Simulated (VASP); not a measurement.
Method: PBEsol GGA, VASP's PBE PAW potentials (set 64) (plane waves; VASP).

Input for VASP

KPOINTS:
```
kpoints
0
G
 7 7 7
0 0 0
```

### INCAR
```
# general
SYSTEM=KCl
PREC  =Accurate
ENCUT =520
LREAL =F
LASPH =T

# electronic loop
EDIFF =1E-7
NELM  =100
ALGO  =Normal

# smearing
ISMEAR=0
SIGMA =0.05

# functional
GGA   =PS

# ions
ISIF  =2

# output
LWAVE =F
LCHARG=F
```

POSCAR:
```
KCl
1
    0.0000000000     3.1250601805     3.1250601805
    3.1250601805     0.0000000000     3.1250601805
    3.1250601805     3.1250601805     0.0000000000
K Cl
1 1
Direct
  0.0000000000   0.0000000000   0.0000000000
  0.5000000000   0.5000000000   0.5000000000
```

POTCAR, in this order: K_sv Cl (PBE.64 set). Program: vasp_std.

**Question.** What does the run give for the energy per atom (σ→0), band gap (on the k-mesh)?

**Answer.** 
- energy per atom (σ→0) = -3.512 eV/atom
- band gap (on the k-mesh) = 5.09 eV

OSZICAR:
```
...
DAV:   8    -0.702211133025E+01   -0.99858E-02   -0.18040E-02   648   0.118E+00    0.187E-01
DAV:   9    -0.702269690078E+01   -0.58557E-03   -0.11306E-03   640   0.229E-01    0.922E-02
DAV:  10    -0.702325404710E+01   -0.55715E-03   -0.51005E-04   544   0.183E-01    0.150E-02
DAV:  11    -0.702327157650E+01   -0.17529E-04   -0.20551E-05   632   0.367E-02    0.970E-03
DAV:  12    -0.702327516962E+01   -0.35931E-05   -0.82538E-06   592   0.206E-02    0.424E-03
DAV:  13    -0.702327517458E+01   -0.49611E-08   -0.11497E-06   636   0.874E-03    0.178E-03
DAV:  14    -0.702327523392E+01   -0.59344E-07   -0.90849E-08   440   0.255E-03
   1 F= -.70232752E+01 E0= -.70232752E+01  d E =-.144114E-19
```

The compound is KCl in the rock salt structure. It was relaxed first.
